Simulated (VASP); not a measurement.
# SrCu2S2 (P-3m1) in VASP: single point with PBE

Aim: the single point of SrCu2S2 with PBE.

All numbers are computed with VASP 6.6.1; they aren't measurements. Logs are shortened: lines on timing, memory, paths and dates and some standing lists are left out, and cuts for length are marked.

### Step 1. Starting point

The structure is trigonal, space group P-3m1 (No. 164). The conventional cell has a = 4.076 Å, b = 4.076 Å, c = 6.748 Å, α = 90.00°, β = 90.00°, γ = 120.00°. Cu (site symmetry 3m) is surrounded by 4 S at 2.49 to 2.50 Å. Sr (site symmetry -3m) is surrounded by 6 S at 2.91 Å. S (site symmetry 3m) has 4 Cu at 2.49 to 2.50 Å as nearest neighbours.

The cell was built by a generator and needn't be a form met in nature.

### Step 2. Single point, PBE

Contents of INCAR:

```
PREC = Accurate
ENCUT = 520
EDIFF = 1E-6
ISMEAR = 1
SIGMA = 0.1349
LREAL = F
LASPH = T
NELM = 100
ALGO = Fast
ISIF = 2
LWAVE = F
LCHARG = F
GGA = PE
NBANDS = 30
```

Contents of KPOINTS:

```
regular mesh
0
Gamma
  7 7 4
```

Contents of POSCAR:

```
SrCu2S2
1.0
    2.0378235700      3.5296136400      0.0000000000
   -2.0378235700      3.5296136400      0.0000000000
    0.0000000000      0.0000000000      6.7475752600
Cu Sr S
2 1 2
Direct
    0.3333000000      0.3334000000      0.3764900000
    0.6667000000      0.6666000000      0.6235100000
    0.0000000000      0.0000000000      0.0000000000
    0.3333000000      0.3334000000      0.7463000000
    0.6667000000      0.6666000000      0.2537000000
```

Potentials or basis: VASP PAW PBE potentials, release 64 (Cu, Sr_sv, S).

Run with:

```sh
> cat potpaw_PBE.64/Cu/POTCAR potpaw_PBE.64/Sr_sv/POTCAR potpaw_PBE.64/S/POTCAR > POTCAR
> mpirun -np 1 vasp_std > vasp.out
```

OUTCAR:

```text
PREC = Accurate
   ENCUT = 520
   EDIFF = 1E-6
   ISMEAR = 1
   LREAL = F
   LASPH = T
   NELM = 100
   ISIF = 2
   GGA = PE

 ion  position               nearest neighbor table
   1  0.333  0.333  0.376-   5 2.49   5 2.49   5 2.50   4 2.50   3 3.46   3 3.46   3 3.46
   2  0.667  0.667  0.624-   4 2.49   4 2.49   4 2.50   5 2.50   3 3.46   3 3.46   3 3.46
   3  0.000  0.000  0.000-   5 2.91   4 2.91   5 2.91   4 2.91   5 2.91   4 2.91   2 3.46   1 3.46
                             2 3.46   1 3.46   1 3.46   2 3.46
   4  0.333  0.333  0.746-   2 2.49   2 2.49   2 2.50   1 2.50   3 2.91   3 2.91   3 2.91
   5  0.667  0.667  0.254-   1 2.49   1 2.49   1 2.50   2 2.50   3 2.91   3 2.91   3 2.91

  LATTYP: Found a hexagonal cell.
 ALAT       =     4.0756468628
 C/A-ratio  =     1.6555838833

  Lattice vectors:

 A1 = (   2.0378235700,  -3.5296136400,   0.0000000000)
 A2 = (   2.0378235700,   3.5296136400,   0.0000000000)
 A3 = (   0.0000000000,   0.0000000000,   6.7475752600)

Analysis of symmetry for initial positions (statically):
=====================================================================
 Subroutine PRICEL returns:
 Original cell was already a primitive cell.

 Routine SETGRP: Setting up the symmetry group for a
 hexagonal supercell.

 Subroutine GETGRP returns: Found  4 space group operations
 (whereof  4 operations were pure point group operations)
 out of a pool of 24 trial point group operations.

The static configuration has the point symmetry C_2h.

Analysis of symmetry for dynamics (positions and initial velocities):
=====================================================================
 Subroutine PRICEL returns:
 Original cell was already a primitive cell.

 Routine SETGRP: Setting up the symmetry group for a
 hexagonal supercell.

 Subroutine GETGRP returns: Found  4 space group operations
 (whereof  4 operations were pure point group operations)
 out of a pool of 24 trial point group operations.

The dynamic configuration has the point symmetry C_2h.

 Subroutine INISYM returns: Found  4 space group operations
 (whereof  4 operations are pure point group operations),
 and found     1 'primitive' translations

----------------------------------------------------------------------------------------

                                     Primitive cell

  volume of cell :      97.0670

  direct lattice vectors                    reciprocal lattice vectors
     2.037823570  3.529613640  0.000000000     0.245359808  0.141658564  0.000000000
    -2.037823570  3.529613640  0.000000000    -0.245359808  0.141658564  0.000000000
     0.000000000  0.000000000  6.747575260     0.000000000  0.000000000  0.148201385

  length of vectors
     4.075646863  4.075646863  6.747575260     0.283317109  0.283317109  0.148201385

  position of ions in fractional coordinates (direct lattice)
     0.333300000  0.333400000  0.376490000
     0.666700000  0.666600000  0.623510000
     0.000000000  0.000000000  0.000000000
     0.333300000  0.333400000  0.746300000
     0.666700000  0.666600000  0.253700000

  ion indices of the primitive-cell ions
   primitive index   ion index
                 1           1
                 2           2
                 3           3
                 4           4
                 5           5

----------------------------------------------------------------------------------------

 KPOINTS: regular mesh

Automatic generation of k-mesh.
 Grid dimensions read from file:
 generate k-points for:    7    7    4

 Generating k-lattice:

  Cartesian coordinates                     Fractional coordinates (reciprocal lattice)
     0.035051401  0.020236938  0.000000000     0.142857143  0.000000000  0.000000000
    -0.035051401  0.020236938  0.000000000     0.000000000  0.142857143  0.000000000
     0.000000000  0.000000000  0.037050346     0.000000000  0.000000000  0.250000000

  Length of vectors
     0.040473873  0.040473873  0.037050346

  Shift w.r.t. Gamma in fractional coordinates (k-lattice)
     0.000000000  0.000000000  0.000000000

 Subroutine IBZKPT returns following result:
 ===========================================

 Found     60 irreducible k-points:

 Following reciprocal coordinates:
            Coordinates               Weight
  0.000000  0.000000  0.000000      1.000000
  0.142857 -0.000000  0.000000      4.000000
 -0.000000  0.142857  0.000000      2.000000
  0.285714  0.000000  0.000000      4.000000
  0.000000  0.285714  0.000000      2.000000
  0.428571  0.000000  0.000000      4.000000
[... 16 lines left out ...]
  0.285714  0.285714  0.250000      4.000000
  0.000000  0.285714  0.250000      2.000000
 [... further k-points ...]
   k-points           NKPTS =     60   k-points in BZ     NKDIM =     60   number of bands    NBANDS=     30
   number of dos      NEDOS =    301   number of ions     NIONS =      5
   total plane-waves  NPLWV =  45000
   dimension x,y,z NGX =    30 NGY =   30 NGZ =   50
   dimension x,y,z NGXF=    60 NGYF=   60 NGZF=  100
   ions per type =               2   1   2
   NGX,Y,Z   is equivalent  to a cutoff of  12.24, 12.24, 12.32 a.u.
   NGXF,Y,Z  is equivalent  to a cutoff of  24.47, 24.47, 24.64 a.u.
 SYSTEM =  unknown system
   PREC   = accura    normal or accurate (medium, high low for compatibility)
   ISTART =      0    job   : 0-new  1-cont  2-samecut
   ICHARG =      2    charge: 1-file 2-atom 10-const
   ISPIN  =      1    spin polarized calculation?
   LNONCOLLINEAR =      F non collinear calculations
   LSORBIT =      F    spin-orbit coupling
   LASPH  =      T    aspherical Exc in radial PAW
   ENCUT  =  520.0 eV  38.22 Ry    6.18 a.u.   7.58  7.58 12.55*2*pi/ulx,y,z
   NELM   =    100;   NELMIN=  2; NELMDL= -5     # of ELM steps
   EDIFF  = 0.1E-05   stopping-criterion for ELM
[... 8 lines left out ...]
   TEBEG  =    0.0;   TEEND  =   0.0 temperature during run
   PSTRESS=    0.0 pullay stress
   NELECT =      44.0000    total number of electrons
   NUPDOWN=      -1.0000    fix difference up-down
   EMIN   =  10.00;   EMAX   =-10.00  energy-range for DOS
   EFERMI =   0.00;   METHOD = LEGACY
   ISMEAR =     1;   SIGMA  =   0.13  broadening in eV -4-tet -1-fermi 0-gaus
   EFERMI_NEDOS =   21; number of points for ismear=-14 and -15
   IALGO  =     68    algorithm
   IMIX   =      4    mixing-type and parameters
     AMIX     =   0.40;   BMIX     =  1.00
     AMIX_MAG =   1.60;   BMIX_MAG =  1.00
  volume/ion in A,a.u.               =      19.41       131.01
  Fermi-wavevector in a.u.,A,eV,Ry     =   1.257579  2.376479 21.517676  1.581505
  Thomas-Fermi vector in A             =   2.391231
   LORBIT       =      0    0 simple, 1 ext, 2 COOP (PROOUT), +10 PAW based schemes
   GGA     = PE    functional components
   LHFCALC =     F    Hartree Fock is set to
   AEXX    =    0.0000 exact exchange contribution
   IVDW    =     0    specifies the selected vdW correction
   LEPSILON=     F    determine dielectric tensor
   LRPA    =     F    only Hartree local field effects (RPA)
 non-spin polarized calculation
 RMM-DIIS sequential band-by-band and
 Methfessel and Paxton  Order N= 1 SIGMA  =   0.13
  energy-cutoff  :      520.00
  volume of cell :       97.07
 maximum number of plane-waves:      2641
   NGX = 15   NGY = 15   NGZ = 25

 number of electron      43.9999997 magnetization

 Free energy of the ion-electron system (eV)
  ---------------------------------------------------
  ext. energy  EPLUGINS =         0.00000000
  ---------------------------------------------------
  free energy    TOTEN  =       -21.77922523 eV

  energy without entropy =      -21.78152653  energy(sigma->0) =      -21.77999233

 E-fermi :   4.6468     XC(G=0): -10.1092

 val. band max:        4.6448625567   @ k =   0.0000   0.0000   0.0000
 cond. band min:       5.5293345106   @ k =   0.0000   0.0000   0.0000
 fundamental gap:      0.8844719538
 Fermi energy:         4.6468051231

 k-point     1 :       0.0000    0.0000    0.0000
  band No.  band energies     occupation
      1     -29.9698      2.00000
      2     -12.3102      2.00000
      3     -11.9620      2.00000
      4     -11.9620      2.00000
      5      -8.6879      2.00000
      6      -7.7124      2.00000
[... 22 lines left out ...]
     29       9.2554      0.00000
     30      11.0214      0.00000

 k-point     2 :       0.1429   -0.0000    0.0000
  band No.  band energies     occupation
      1     -29.9655      2.00000
      2     -12.2734      2.00000
      3     -12.0593      2.00000
      4     -11.9770      2.00000
      5      -8.5354      2.00000
      6      -7.7438      2.00000
[... 22 lines left out ...]
     29       9.2812      0.00000
     30      10.6122      0.00000

 k-point     3 :      -0.0000    0.1429    0.0000
  band No.  band energies     occupation
      1     -29.9655      2.00000
      2     -12.2734      2.00000
      3     -12.0593      2.00000
      4     -11.9769      2.00000
      5      -8.5353      2.00000
      6      -7.7439      2.00000
[... 22 lines left out ...]
     29       9.2809      0.00000
     30      10.6203      0.00000

 k-point     4 :       0.2857    0.0000    0.0000
  band No.  band energies     occupation
      1     -29.9557      2.00000
      2     -12.2694      2.00000
      3     -12.1760      2.00000
      4     -12.0102      2.00000
      5      -8.2054      2.00000
      6      -7.8065      2.00000
[... 22 lines left out ...]
     29      10.0133      0.00000
     30      11.1018      0.00000

 k-point     5 :       0.0000    0.2857    0.0000
  band No.  band energies     occupation
      1     -29.9557      2.00000
      2     -12.2694      2.00000
      3     -12.1760      2.00000
      4     -12.0102      2.00000
      5      -8.2053      2.00000
      6      -7.8067      2.00000
[... 22 lines left out ...]
     29      10.0135      0.00000
     30      11.0201      0.00000
[... 526 lines left out ...]
     29       9.9093      0.00000
     30      10.7541      0.00000

 k-point    22 :       0.2857    0.0000    0.2500
  band No.  band energies     occupation
      1     -29.9557      2.00000
      2     -12.2665      2.00000
      3     -12.1798      2.00000
      4     -12.0102      2.00000
      5      -8.2228      2.00000
      6      -7.7782      2.00000
[... 22 lines left out ...]
     29       9.9353      0.00000
     30      11.0800      0.00000

 k-point    23 :       0.2857    0.2857    0.2500
  band No.  band energies     occupation
      1     -29.9557      2.00000
      2     -12.2701      2.00000
      3     -12.1771      2.00000
      4     -12.0102      2.00000
      5      -8.0846      2.00000
      6      -7.9337      2.00000
[... 22 lines left out ...]
     29      10.6433      0.00000
     30      11.0785      0.00000

 k-point    24 :       0.0000    0.2857    0.2500
  band No.  band energies     occupation
      1     -29.9557      2.00000
      2     -12.2666      2.00000
      3     -12.1798      2.00000
      4     -12.0102      2.00000
      5      -8.2227      2.00000
      6      -7.7783      2.00000
[... 22 lines left out ...]
     29       9.9355      0.00000
     30      11.0902      0.00000

 [... further k-points ...]
[... 5 lines left out ...]
  --------------------------------------------------------------------------------------
  -------------------------------------------------------------------------------------
  Total       -1.0453472     -1.0467790     -1.1597274     -0.0012402      0.0007047     -0.0012206
  in kB      -17.2543915    -17.2780249    -19.1423401     -0.0204699      0.0116316     -0.0201468
  external PRESSURE =     -17.8915855 kB  Pullay stress =       0.0000000 kB

 VOLUME and BASIS-vectors are now :
 -----------------------------------------------------------------------------
  energy-cutoff  :      520.00
  volume of cell :       97.07
      direct lattice vectors                 reciprocal lattice vectors
     2.037823570  3.529613640  0.000000000     0.245359808  0.141658564  0.000000000
    -2.037823570  3.529613640  0.000000000    -0.245359808  0.141658564  0.000000000
     0.000000000  0.000000000  6.747575260     0.000000000  0.000000000  0.148201385

 POSITION                                       TOTAL-FORCE (eV/Angst)
 -----------------------------------------------------------------------------------
     -0.00020      2.35319      2.54039         0.000256     -0.000148      0.129425
      0.00020      4.70603      4.20718        -0.000256      0.000148     -0.129425
      0.00000      0.00000      0.00000        -0.000000     -0.000000      0.000000
     -0.00020      2.35319      5.03572         0.000923     -0.000533     -1.057157
      0.00020      4.70603      1.71186        -0.000923      0.000533      1.057157
 -----------------------------------------------------------------------------------
    total drift:                               -0.000000      0.000000      0.000000

  FREE ENERGIE OF THE ION-ELECTRON SYSTEM (eV)
  ---------------------------------------------------
  free  energy   TOTEN  =       -21.7792252305 eV

  energy  without entropy=      -21.7815265253  energy(sigma->0) =      -21.77999233
```

Wall time 8.7 min (1 thread of AMD EPYC 7R43 (Zen 3), shared host); peak memory 0.28 GiB.

What came out:

```
Free energy            : -21.7792 eV
Pressure               : -1.8 GPa
Largest force          : 1.057 eV/Å
Band gap on the k mesh : 0.88 eV, direct
```

Forces on the atoms (eV/Å):
```
Cu   0.000  0.000  0.129
Cu   0.000  0.000 -0.129
Sr   0.000  0.000  0.000
S    0.001 -0.001 -1.057
S   -0.001  0.001  1.057
```

Caveat: forces of over 1 eV/Å show positions far from the minimum, so gaps and moduli don't describe the material at rest. PBE gaps usually lie below the measured ones, often by a third to a half.
